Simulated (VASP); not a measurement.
LiS3: relaxation of cell and atoms with RPBE

Crystal: LiS3.

```xyz
4
Lattice="4.4516 0.0000 0.0000 0.0000 4.4516 0.0000 0.0000 0.0000 4.8603" Properties=species:S:1:pos:R:3 pbc="T T T"
Li    0.0000    0.0000    3.9600
S     0.0000    2.2258    0.8460
S     2.2258    0.0000    0.8460
S     0.0000    0.0000    1.5089
```

The cell was built by a generator and needn't be a form met in nature.

```
Program                : VASP 6.6.1
Task                   : relaxation of cell and atoms
Functional             : RPBE
Potentials or basis    : VASP PAW PBE potentials, release 64 (Li_sv, S)
Cutoff                 : 600 eV
k mesh                 : 6 × 6 × 6
Occupations            : gaussian, width 0.05 eV
Spin                   : no spin polarisation
Further INCAR settings : ALGO = Normal; EDIFF = 1e-06; IBRION = 2; EDIFFG = -0.01; NSW = 40; ISIF = 3
```

The relaxed volume is 24.67 Å³/atom, the relaxed cell is a = 4.468 Å, b = 4.468 Å, c = 4.942 Å, α = 90.00°, β = 90.00°, γ = 90.00° and the space group after relaxing (to 0.05 Å) is P4mm (No. 99). The energy gained by relaxing is 2.3 meV/atom. The ionic steps are 9. The pressure after relaxing is 0.0 GPa and the largest force after relaxing is 0.006 eV/Å. The band gap on the k mesh is none (metal or under the smearing width).

Forces in eV/Å, atoms in the order of the input:
```
Li   0.000  0.000  0.006
S    0.000  0.000 -0.005
S    0.000  0.000 -0.005
S    0.000  0.000  0.004
```

Step by step:
| step | energy change (eV) | largest force (eV/Å) | pressure (GPa) | volume (Å³) |
| --- | --- | --- | --- | --- |
| 1 | 0.0000 | 0.3152 | 0.80 | 96.32 |
| 2 | -0.0077 | 0.0744 | 0.04 | 97.99 |
| 3 | -0.0077 | 0.0697 | 0.04 | 97.98 |
| 4 | -0.0087 | 0.0479 | 0.04 | 98.20 |
| 5 | -0.0092 | 0.0286 | 0.03 | 98.45 |
| 6 | -0.0092 | 0.0251 | 0.03 | 98.54 |
| 7 | -0.0093 | 0.0145 | 0.00 | 98.64 |
| 8 | -0.0093 | 0.0100 | -0.02 | 98.69 |
| 9 | -0.0093 | 0.0057 | -0.02 | 98.66 |

Final structure:
```xyz
4
Lattice="4.4679 0.0000 0.0000 0.0000 4.4679 0.0000 0.0000 0.0000 4.9423" Properties=species:S:1:pos:R:3 pbc="T T T"
Li    4.4679    0.0000    4.0346
S     0.0000    2.2340    0.8522
S     2.2340    0.0000    0.8522
S     0.0000    0.0000    1.5425
```

Levels at points of the mesh, in eV from the Fermi level:
```csv
k point,band 6,band 7,band 8,band 9,band 10,band 11,band 12,band 13,band 14
"(0.00, 0.00, 0.00)",-7.20,-4.57,-1.84,-1.31,-0.69,-0.69,2.67,2.67,3.59
"(0.50, 0.00, 0.00)",-5.11,-3.55,-1.85,-1.80,-1.52,0.05,0.60,2.77,3.74
"(0.50, 0.50, 0.00)",-3.97,-3.43,-3.43,-1.38,0.24,0.24,0.98,1.27,4.27
"(0.00, 0.00, 0.50)",-7.16,-4.70,-1.54,-1.44,-0.68,-0.68,2.00,2.00,4.72
"(0.50, 0.00, 0.50)",-5.18,-3.90,-1.81,-1.78,-1.45,0.17,0.60,2.14,5.35
"(0.50, 0.50, 0.50)",-3.91,-3.77,-3.77,-1.36,0.25,0.25,0.99,1.56,4.80
```

Run time: 110 s on 1 thread of Intel(R) Xeon(R) 6975P-C (Granite Rapids) (shared host), peak memory 0.24 GiB.

Caveat: the cutoff is under 1.25 times the usual one of these potentials, so pressure, stress and relaxed cells hold a basis-set (Pulay) error; the PAW data sets were made with another functional, which shifts forces and pressure a little.
